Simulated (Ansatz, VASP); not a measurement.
# GaGeW (GaGeW in the AlB2 type) in two plane-wave programs

Wanted: the spread between two codes on one cell, functional and k mesh. The cell is generated by rule, not measured, and may not be a known phase. The cell is taken from a series of runs on this material, whose earlier steps may have relaxed, scaled, displaced or heated it; both programs get it as it stands.

Method: plane waves, with VASP 6.6.1 beside it; relaxation of cell and atoms at PBEsol and zone-centre phonons at PBEsol, in Ansatz 0.2.0.

### 1. Set-up

Symmetry: P-6m2, No. 187, hexagonal system. Conventional cell: a = 4.514 Å, b = 4.514 Å, c = 2.621 Å, α = 90.00°, β = 90.00°, γ = 120.00°. Nearest to W lie 2 W at 2.62 Å and 6 Ga at 2.92 Å and 6 Ge at 2.92 Å. Nearest to Ga lie 3 Ge at 2.61 Å and 2 Ga at 2.62 Å and 6 W at 2.92 Å. Nearest to Ge lie 3 Ga at 2.61 Å and 2 Ge at 2.62 Å and 6 W at 2.92 Å. Farther neighbours are not listed.

As a file:

```cif
data_structure
_symmetry_space_group_name_H-M 'P-6m2'
_symmetry_Int_Tables_number 187
_cell_length_a 4.5143
_cell_length_b 4.5143
_cell_length_c 2.6210
_cell_angle_alpha 90.000
_cell_angle_beta 90.000
_cell_angle_gamma 120.000
_cell_volume 46.26
loop_
_atom_site_label
_atom_site_type_symbol
_atom_site_symmetry_multiplicity
_atom_site_Wyckoff_symbol
_atom_site_fract_x
_atom_site_fract_y
_atom_site_fract_z
_atom_site_occupancy
W1 W 1 a 0.00000 0.00000 0.00000 1
Ga1 Ga 1 d 0.33333 0.66667 0.50000 1
Ge1 Ge 1 f 0.66667 0.33333 0.50000 1
```

### 2. VASP: relaxation of cell and atoms, PBEsol, pair 1

The relaxed volume is the usual yardstick between codes: in a stiff, nearly cubic crystal its relative difference is about their pressure difference at one cell divided by the bulk modulus.

Lines of VASP's logs that name or quote its potential files are left out, and so is its time.

Contents of INCAR:

```
SYSTEM = GaGeW
PREC = Accurate
ENCUT = 600
EDIFF = 1E-07
NELM = 120
ISMEAR = 1
SIGMA = 0.2
LREAL = .FALSE.
ALGO = Normal
GGA = PS
NBANDS = 22
LASPH = .TRUE.
LORBIT = 11
LWAVE = .FALSE.
LCHARG = .FALSE.
ISIF = 3
IBRION = 2
NSW = 80
EDIFFG = -0.005
GGA_COMPAT = .FALSE.
NELMIN = 4
KPAR = 2
```

Contents of POSCAR:

```
GaGeW
1.0
    4.5143440000      0.0000000000      0.0000000000
   -2.2571720000      3.9095370000      0.0000000000
    0.0000000000      0.0000000000      2.6210400000
W Ga Ge
1 1 1
Direct
    0.0000000000      0.0000000000      0.0000000000
    0.3333333333      0.6666666667      0.5000000000
    0.6666666667      0.3333333333      0.5000000000
```

Contents of KPOINTS:

```
Automatic mesh
0
Gamma
9 9 12
0 0 0
```

Potentials, in the order of the species: W, Ga_d and Ge_d (PBE family, release 64).

Run with:

```bash
mpirun -np 2 vasp_std
```

Numbers of over 12 decimals in the logs are rounded to 6 here.

Output:

```text
[banner, memory and clock lines left out]
running    2 mpi-ranks, on    1 nodes
 distrk:  each k-point on    1 cores,    2 groups
 distr:  one band on    1 cores,    1 groups

 POSCAR found type information on POSCAR W GaGe
 POSCAR found :  3 types and       3 ions
|                                                                             |
|               ----> ADVICE to this user running VASP <----                  |
|                                                                             |
|     You enforced a specific xc type in the INCAR file but a different       |
|     [... a line on the potential file left out ...]
|     I HOPE YOU KNOW WHAT YOU ARE DOING!                                     |
|                                                                             |

 LDA part: xc-table for (Slater+PW92), standard interpolation
 POSCAR, INCAR and KPOINTS ok, starting setup
 FFT: planning ... GRIDC
 FFT: planning ... GRID_SOFT
 FFT: planning ... GRID
 WAVECAR not read
 entering main loop
       N       E                     dE             d eps       ncg     rms          rms(c)
DAV:   1     0.235757840585E+03    0.23576E+03   -0.16967E+04  4180   0.367E+03
DAV:   2     0.149147972919E+02   -0.22084E+03   -0.21148E+03  3808   0.686E+02
DAV:   3    -0.204108867144E+02   -0.35326E+02   -0.34253E+02  4326   0.169E+02
DAV:   4    -0.218074719214E+02   -0.13966E+01   -0.13838E+01  4362   0.374E+01
DAV:   5    -0.218389945073E+02   -0.31523E-01   -0.31495E-01  4398   0.567E+00    0.177E+01
DAV:   6    -0.211109975334E+02    0.72800E+00   -0.19947E+00  4740   0.859E+00    0.678E+00
DAV:   7    -0.209796462237E+02    0.13135E+00   -0.38349E-01  5162   0.774E+00    0.475E+00
DAV:   8    -0.209344743427E+02    0.45172E-01   -0.12257E-01  4180   0.199E+00    0.232E-01
DAV:   9    -0.209332330968E+02    0.12412E-02   -0.91953E-03  4882   0.142E+00    0.223E-01
DAV:  10    -0.209331137843E+02    0.11931E-03   -0.43001E-04  4624   0.225E-01    0.521E-02
DAV:  11    -0.209331057133E+02    0.80711E-05   -0.58795E-05  4382   0.762E-02    0.239E-02
DAV:  12    -0.209331066643E+02   -0.95102E-06   -0.67007E-06  4682   0.198E-02    0.674E-03
DAV:  13    -0.209331071744E+02   -0.51015E-06   -0.13096E-06  4940   0.125E-02    0.254E-03
DAV:  14    -0.209331071259E+02    0.48558E-07   -0.77419E-08  2438   0.250E-03
   1 F= -.20933107E+02 E0= -.20933596E+02  d E =-.209331E+02
[...]
2 F= -.20932616E+02 E0= -.20933136E+02  d E =0.491458E-03
[...]
3 F= -.20933790E+02 E0= -.20934293E+02  d E =-.682564E-03
[...]
4 F= -.20933789E+02 E0= -.20934292E+02  d E =-.682242E-03
 curvature:  -0.21 expect dE=-0.634E-05 dE for cont linesearch -0.478E-05
 ZBRENT: accuracy reached
 trial: gam=-0.07487 g(F)=  0.751E-46 g(S)=  0.296E-04 ort = 0.264E-03 (trialstep = 0.885E+00)
 search vector abs. value=  0.756E-05
 bond charge predicted
       N       E                     dE             d eps       ncg     rms          rms(c)
DAV:   1    -0.209338292063E+02   -0.39766E-04   -0.61591E-04  4444   0.272E-01    0.332E-02
DAV:   2    -0.209338073451E+02    0.21861E-04   -0.33540E-05  4668   0.856E-02    0.189E-02
DAV:   3    -0.209337970721E+02    0.10273E-04   -0.16599E-05  5358   0.422E-02    0.486E-03
DAV:   4    -0.209337970213E+02    0.50763E-07   -0.17102E-06  3960   0.120E-02    0.221E-03
DAV:   5    -0.209337969257E+02    0.95591E-07   -0.10931E-07  2358   0.564E-03
   5 F= -.20933797E+02 E0= -.20934295E+02  d E =-.755788E-05
 trial-energy change:   -0.000008  1 .order   -0.000006   -0.000009   -0.000003
 step:   1.0303(harm=  1.3451)  dis= 0.00000  next Energy=   -20.933797 (dE=-0.781E-05)
 reached required accuracy - stopping structural energy minimisation
```

Parts of OUTCAR (step 2):

```text
ion  position               nearest neighbor table
   1  0.000  0.000  0.000-   2 2.92   3 2.92   2 2.92   3 2.92   3 2.92   3 2.92   2 2.92   2 2.92
                             3 2.92   3 2.92   2 2.92   2 2.92
   2  0.333  0.667  0.500-   3 2.61   3 2.61   3 2.61   1 2.92   1 2.92   1 2.92   1 2.92   1 2.92
                             1 2.92
   3  0.667  0.333  0.500-   2 2.61   2 2.61   2 2.61   1 2.92   1 2.92   1 2.92   1 2.92   1 2.92
                             1 2.92

  LATTYP: Found a hexagonal cell.
 ALAT       =     4.5143440000
 C/A-ratio  =     0.5806026302

 Subroutine GETGRP returns: Found 12 space group operations
 (whereof 12 operations were pure point group operations)

The static configuration has the point symmetry D_3h.

 Found     84 irreducible k-points:

   k-points           NKPTS =     84   k-points in BZ     NKDIM =     84   number of bands    NBANDS=     22

   dimension x,y,z NGX =    36 NGY =   36 NGZ =   24
   dimension x,y,z NGXF=    72 NGYF=   72 NGZF=   48

   ENCUT  =  600.0 eV  44.10 Ry    6.64 a.u.   9.02  9.02  5.23*2*pi/ulx,y,z

   NELECT =      33.0000    total number of electrons

 k-points in reciprocal lattice and weights: Automatic mesh
   0.00000000  0.00000000  0.00000000       0.001
   0.11111111 -0.00000000  0.00000000       0.006
   0.22222222 -0.00000000  0.00000000       0.006
   0.33333333 -0.00000000  0.00000000       0.006
   0.44444444 -0.00000000  0.00000000       0.006
   0.11111111  0.11111111  0.00000000       0.006
   0.22222222  0.11111111  0.00000000       0.012
   0.33333333  0.11111111  0.00000000       0.012
   0.44444444  0.11111111  0.00000000       0.006
[...]
0.33333333  0.22222222  0.50000000       0.012
   0.33333333  0.33333333  0.50000000       0.002

 average (electrostatic) potential at core
       1 -37.2244       2 -62.0426       3 -71.0111

 E-fermi :   8.2820

 k-point     1 :       0.0000    0.0000    0.0000
  band No.  band energies     occupation
    ...
     13       2.9005      2.00000
     14       3.2763      2.00000
     15       4.0523      2.00000
     16       8.0711      2.05975
     17       8.0711      2.05975
     18      10.8824     -0.00000
     19      10.8824     -0.00000
     20      12.3507      0.00000
     21      12.3507      0.00000
     22      12.5985      0.00000

 k-point     2 :       0.1111   -0.0000    0.0000
  band No.  band energies     occupation
    ...
     13       2.9544      2.00000
     14       3.7928      2.00000
     15       4.8005      2.00000
     16       7.4825      2.00000
     17       7.8711      2.01335
     18      10.8238     -0.00000
     19      10.8785     -0.00000
     20      12.4207      0.00000
     21      12.6232      0.00000
     22      13.4952      0.00000

 k-point     3 :       0.2222   -0.0000    0.0000
  band No.  band energies     occupation
    ...
     13       3.1037      2.00000
     14       3.5582      2.00000
     15       6.0521      2.00000
     16       7.0194      2.00000
     17       7.4028      2.00000
     18      10.6896     -0.00000
     19      10.8687     -0.00000
     20      12.4534      0.00000
     21      13.3300      0.00000
     22      15.4638      0.00000

  Total        0.0002882      0.0002882     -0.0149393      0.0000000      0.0000000     -0.0000000
  in kB        0.0100256      0.0100256     -0.5197446      0.0000000      0.0000000     -0.0000000
  external PRESSURE =      -0.1665645 kB  Pullay stress =       0.0000000 kB

  energy-cutoff  :      600.00
  volume of cell :       46.05
      direct lattice vectors                 reciprocal lattice vectors
     4.510714088  0.000000000  0.000000000     0.221694388  0.127995301  0.000000000
    -2.255357044  3.906393403 -0.000000000    -0.000000000  0.255990602  0.000000000
     0.000000000 -0.000000000  2.613539729    -0.000000000  0.000000000  0.382622842

 POSITION                                       TOTAL-FORCE (eV/Angst)
 -----------------------------------------------------------------------------------
      4.51071      0.00000      0.00000        -0.000000      0.000000      0.000000
     -0.00000      2.60426      1.30677         0.000000     -0.000000     -0.000000
      2.25536      1.30213      1.30677        -0.000000      0.000000      0.000000
 -----------------------------------------------------------------------------------
    total drift:                                0.000000      0.000001     -0.000000

  FREE ENERGIE OF THE ION-ELECTRON SYSTEM (eV)
  ---------------------------------------------------
  free  energy   TOTEN  =       -20.9337969257 eV

  energy  without entropy=      -20.9352920761  energy(sigma->0) =      -20.93429531

 reached required accuracy - stopping structural energy minimisation

 total charge
# of ion       s       p       d       tot
------------------------------------------
    1        0.572   0.501   4.205   5.278
    2        0.901   0.829  10.029  11.759
    3        1.161   1.149  10.100  12.411
--------------------------------------------------
tot          2.634   2.479  24.335  29.448

[... 3 further parts left out ...]
```

CONTCAR:

```
GaGeW
   1.00000000000000
     4.5107140878868375    0.0000000000000000    0.0000000000000000
    -2.2553570439434187    3.9063934028962604   -0.0000000000000000
     0.0000000000000000   -0.0000000000000000    2.6135397289596591
  W               Ga              Ge
     1     1     1
Direct
     1.0000000000000000    0.0000000000000000    0.0000000000000000
     0.3333333332999970    0.6666666667000030    0.5000000000000000
     0.6666666667000030    0.3333333332999970    0.5000000000000000
```

This run has no spin polarisation. Its electron count is odd, so without a moment it is a metal by construction. The PAW data sets were made with PBE, which is usual practice but a small mismatch for other functionals. The data set W keeps the semicore shell frozen, which is cheaper and a little less accurate. The run keeps the 12 symmetry operations of its start, so it cannot find a distortion of lower symmetry.

### 3. Ansatz: relaxation of cell and atoms, PBEsol, pair 1

Ansatz runs on its PAW soft_1 files.

The same cell, functional, mesh and smearing now go to Ansatz, which takes its cutoff from its data sets.

Contents of input.yaml:

```yaml
crystal:
  lattice:
    - [4.5143444541, 0.0, 0.0]
    - [-2.257172227, 3.9095369787, 0.0]
    - [0.0, 0.0, 2.6210396245]
  atoms:
    - { symbol: W, position: [0.0, 0.0, 0.0] }
    - { symbol: Ga, position: [0.3333333333, 0.6666666667, 0.5] }
    - { symbol: Ge, position: [0.6666666667, 0.3333333333, 0.5] }
kpoints:
  mp_grid: { grid: [9, 9, 12] }
hamiltonian:
  xc: pbesol
  pseudopotentials: { kind: paw, azcp: { folder: soft_1 }, xc_functional: pbe }
scf:
  occupations: { method: methfessel_paxton, width: 0.2 }
output:
  forces: true
  stress: true
  eigenvalues: true
relax:
  adjacent_minimum: "off"
  f_tol: 0.001
  max_steps: 60
  cell: { stress_tol: 0.01 }
```

Run with:

```bash
ansatz run input.yaml --threads 4 --pin off --max-ram 12288MiB --backend cpu --events-out ev --progress --plain --runs-dir out
```

Output:

```text
Engine: ansatz 0.2.0, aarch64-unknown-linux-gnu
Pseudopotentials: kind: paw
Pseudopotential: W, paw, valence charge 14, recommended cutoff 420 eV (normal), soft_1/W.paw.azcp
Pseudopotential: Ga, paw, valence charge 13, recommended cutoff 420 eV (normal), soft_1/Ga.paw.azcp
Pseudopotential: Ge, paw, valence charge 14, recommended cutoff 420 eV (normal), soft_1/Ge.paw.azcp
Functional definition: PBEsol
  exchange = pbesol_x
  correlation = pbesol_c
Crystal: 3 atoms, lattice volume = 46.259 Å³
Basis set: ecut = 420 eV, 927 PW (Γ), exchange–correlation on 64×64×36 points (8 copies of the dense FFT grid, shifted against one another)
Bands: 25, of which v1, the nominal top of the filled ones, is band 21 counted from 1 (20 counted from 0)
Symmetry: 12 space group operations
Space group: P-6m2 (ITA 187), of the structure as read, at distance tolerance 3.6e-5 Å
k-points: 84 of 972 (time reversal used)
Non-local potential: W, projectors of the file, l = 0: 3, l = 1: 2, l = 2: 2, l = 3: 1
Non-local potential: Ga, projectors of the file, l = 0: 2, l = 1: 2, l = 2: 3, l = 3: 1
Non-local potential: Ge, projectors of the file, l = 0: 2, l = 1: 2, l = 2: 3, l = 3: 1
PAW form: soft (Blöchl's): semilocal exchange-correlation on the pseudo side does not see the compensation charge
PAW frozen core: W, regenerated for the run's functional, and the local potential with it (the file was generated under x = pbe(κ = 0.804, μ = 0.219515), c = pbe(β = 0.066725))
PAW frozen core: Ga, regenerated for the run's functional, and the local potential with it (the file was generated under x = pbe(κ = 0.804, μ = 0.219515), c = pbe(β = 0.066725))
PAW frozen core: Ge, regenerated for the run's functional, and the local potential with it (the file was generated under x = pbe(κ = 0.804, μ = 0.219515), c = pbe(β = 0.066725))
PAW one-centre angular grid: W, 590 points (default); XC on 64 Gauss nodes
PAW one-centre angular grid: Ga, 590 points (default); XC on 64 Gauss nodes
PAW one-centre angular grid: Ge, 590 points (default); XC on 64 Gauss nodes
Initial density: superposition of atomic densities (chi_scale 0.1, normalization cell, long waves kept (reshape's long-wave potential 0.00 eV rms))
Initial wavefunctions: pseudopotential atomic-orbital guess
Functional: x = pbesol(κ = 0.804, μ = 0.123457), c = pbesol(β = 0.046)
SCF iter   1: F=—  HF=-18253.696061 eV  |F-HF|=—  |Δ(HF+E_count)|=         —  Δρ=6.46e-2  dr2=2.60e0  ethr=3.10e-3  ⟨swp⟩=5.0  Hψ=7658  notcnv=0
preconditioner: auto → none  [metal: Δε(μ)=0.042 eV  Ē_g=16.901 eV  σ=0.200 eV  W_gap=0.17  n_scr=8 (ndim 8)  ℏωp=31.4 eV  f_vac=0.000  D(μ)=1.41/eV (n_scr^D=6)  sad-step TF]
SCF iter   2: F=—  HF=-18253.368582 eV  |F-HF|=—  |Δ(HF+E_count)|=   3.27e-1  S|Δr|=    0.00e0  Δρ=4.20e-2  dr2=1.31e0  ethr=3.10e-3  ⟨swp⟩=2.0  Hψ=3085  notcnv=0  defer=10
SCF iter   3: F=—  HF=-18253.070324 eV  |F-HF|=—  |Δ(HF+E_count)|=   2.98e-1  S|Δr|=    0.00e0  Δρ=5.24e-3  dr2=1.92e-2  ethr=3.10e-3  ⟨swp⟩=2.0  Hψ=2912  notcnv=0  defer=10
SCF iter   4: F=—  HF=-18253.069759 eV  |F-HF|=—  |Δ(HF+E_count)|=   5.66e-4  S|Δr|=    0.00e0  Δρ=2.42e-3  dr2=1.39e-3  ethr=4.67e-5  ⟨swp⟩=2.0  Hψ=3809  notcnv=0  defer=10
SCF iter   5: F=—  HF=-18253.069608 eV  |F-HF|=—  |Δ(HF+E_count)|=   1.51e-4  S|Δr|=    0.00e0  Δρ=6.42e-4  dr2=2.53e-4  ethr=3.40e-6  ⟨swp⟩=2.0  Hψ=3479  notcnv=0  defer=10
SCF iter   6: F=—  HF=-18253.069447 eV  |F-HF|=—  |Δ(HF+E_count)|=   1.61e-4  S|Δr|=    0.00e0  Δρ=1.51e-4  dr2=8.10e-6  ethr=6.18e-7  ⟨swp⟩=2.0  Hψ=3480  notcnv=0  defer=10
SCF iter   7: F=—  HF=-18253.069438 eV  |F-HF|=—  |Δ(HF+E_count)|=   8.54e-6  S|Δr|=    0.00e0  Δρ=4.77e-5  dr2=8.15e-7  ethr=1.98e-8  ⟨swp⟩=2.0  Hψ=3480  notcnv=0  defer=10
SCF iter   8: F=-18253.069438 eV  HF=-18253.069438 eV  |F-HF|=2.59e-9  |Δ(HF+E_count)|=   3.99e-7  S|Δr|=    0.00e0  Δρ=8.83e-6  dr2=2.08e-8  ethr=2.44e-10  ⟨swp⟩=5.8  Hψ=9172  notcnv=0
SCF 1 converged in 8 iterations: F = -18253.069438 eV  dr2 = 2.08e-8
  greatest PAW one-centre occupation: 0.999 electrons in one spin orbital (limit 2), on the W atom at site 0 (counted from 0), in its partial waves of l = 0
relax step   1: F+E_penalty+E_count = -18253.06943800 eV  Δ(F+E_penalty+E_count) = +0.000e0 eV  max|allowed force component| = 1.850e-17 eV/Å  Δτ_max = 0.0000 Å  P = -0.014 GPa  Ω = 46.259 Å³  (8 SCF iters, dr2 threshold 1.00e-7 eV, accepted)
[...]
relax step   2: F+E_penalty+E_count = -18253.06944109 eV  Δ(F+E_penalty+E_count) = -3.085e-6 eV  max|allowed force component| = 2.467e-17 eV/Å  Δτ_max = 0.0000 Å  P = +0.011 GPa  Ω = 46.253 Å³  energy of the carried Pulay correction = +2.166e-6 eV  (3 SCF iters, dr2 threshold 6.59e-9 eV, accepted)
[...]
relax step   3: F+E_penalty+E_count = -18253.06943966 eV  Δ(F+E_penalty+E_count) = +1.423e-6 eV  max|allowed force component| = 3.392e-17 eV/Å  Δτ_max = 0.0000 Å  P = -0.003 GPa  Ω = 46.257 Å³  energy of the carried Pulay correction = +6.085e-7 eV  (3 SCF iters, dr2 threshold 1.04e-9 eV, accepted)
[...]
relax step   4: F+E_penalty+E_count = -18253.06943859 eV  Δ(F+E_penalty+E_count) = +1.070e-6 eV  max|allowed force component| = 3.084e-17 eV/Å  Δτ_max = 0.0000 Å  P = -0.003 GPa  Ω = 46.257 Å³  stress off target by 4.03e-3 GPa  SCF on the basis re-selected at this cell (its energy is not comparable with the rows above)  (4 SCF iters)
basis re-selected at this cell: Δ(F+E_penalty+E_count) = +1.070e-6 eV, ΔP = +0.000 GPa vs the last step (what re-selecting the basis moved, of the pressure what is left beyond the Pulay correction that the steps carried, after the strain that the cell walked since its last selection, with what the two solves' SCF thresholds leave and, on support functions, any second-order correction that the steps lacked; it is no m [...]
SCF converged after 4 iterations
Stability not checked: this state was not tested for a lower state beside it, because cold or Methfessel-Paxton smearing, or corrected tetrahedra, fill the levels in a way that the test cannot read (fill_not_monotonic; see scf.lower_state_search)
Free energy (F): -18253.069439 eV
Harris-Foulkes:  -18253.069439 eV  (|F-HF|=3.64e-12)
Internal energy: -18253.071153 eV  (E = F + TS)
E sigma→0 (E₀):  -18253.069867 eV
Entropy (-TS):   0.001715 eV (0.572 meV/atom)
Fermi energy:    16.680078 eV
--- Per-component energies (eV) ---
  E_band       = -154.944658
  E_kinetic    = 630.056587
  E_local      = -3398.653803  (includes V_loc(G=0)·N_el)
  E_nonlocal   = 104.350969
  E_hartree    = 1862.130131
  E_xc         = -401.786733
  E_vxc        = -354.920009  (∫ρ·V_xc dr)
  E_paw        = -12374.109858  (= ΣΔE_a)
  E_vpaw       = -860.038627  (= ΣTr[D̂ρ^β])
  E_aug_tail   = -0.000057  (compensation charges beyond the density's cutoff)
  E_ewald      = -4677.061164
  E_core_change = 2.002775  (= ΣΔE_core)
  E_smearing   = 0.001715  (= −TS)
  E_closure    = 0.000000  (closes the sum)
  Σ components = -18253.069439   (vs F -18253.069439, Δ=0.00e0)
--- Forces (eV/Å), atoms counted from 1 ---
  atom   1  W     -0.00000000    -0.00000000    -0.00000000
  atom   2  Ga     0.00000000     0.00000000     0.00000000
  atom   3  Ge    -0.00000000    -0.00000000    -0.00000000
  max |Σ_I F_I| component: 5.09e-17 eV/Å
--- Stress (GPa, compression-positive) ---
       -0.004028       0.000000       0.000000
        0.000000      -0.004028      -0.000000
        0.000000      -0.000000      -0.001484
  P = ⅓ Tr σ = -0.0032 GPa (-0.032 kbar)
--- Band table (eV; the first three rows and the last of 84) ---
  k-point 0: bands = [... 17 lower, 11.6905, 12.4808, 16.4816, 16.4816, 19.2716, 19.2716, 20.7538, 20.7538]
  k-point 1: bands = [... 17 lower, 11.8768, 12.8132, 16.1274, 16.1274, 19.5160, 19.5160, 20.7139, 20.7139]
  k-point 2: bands = [... 17 lower, 12.3540, 13.7756, 15.3236, 15.3236, 19.3629, 20.0568, 20.0568, 20.5904]
  k-point 83: bands = [... 17 lower, 13.1681, 14.1654, 15.7294, 15.9052, 17.2449, 17.7594, 17.8075, 22.8616]
--- Relaxed structure (3 steps of the walk, 3 accepted, 1 SCFs on fresh bases) ---
  F+E_penalty+E_count = -18253.06943859 eV   max|allowed force component| = 3.084e-17 eV/Å   (the final SCF, on the basis selected at the relaxed cell)
  cell:  # Å, volume = 46.2573 Å³
    - [4.514579, -2.886889693171201e-11, 0.0]
    - [-2.257289, 3.909740, 0.0]
    - [0.0, 0.0, 2.620687]
  atoms:
    - { symbol: W, position: [0, 0, 0.0] }
    - { symbol: Ga, position: [0.333333, 0.666667, 0.5] }
    - { symbol: Ge, position: [0.666667, 0.333333, 0.5] }
```

The column dr2 measures how far the density is from self-consistency, as an energy; F and HF (Harris–Foulkes) agree once it is small.

(Continued in part 2 of 2.)

[Lines on the potential files, build, host, timing and source positions are cut from VASP's logs without a mark.]

[Logs are printed without paths, hosts, clocks, repeated set-up lines and the standing remarks that a program may print on its own settings, such as how far it seeks lower states.]

[Hosts, paths, dates, database ids (printed as entryN), source tags and the programs' standing remarks are cut or masked in the printed files.]
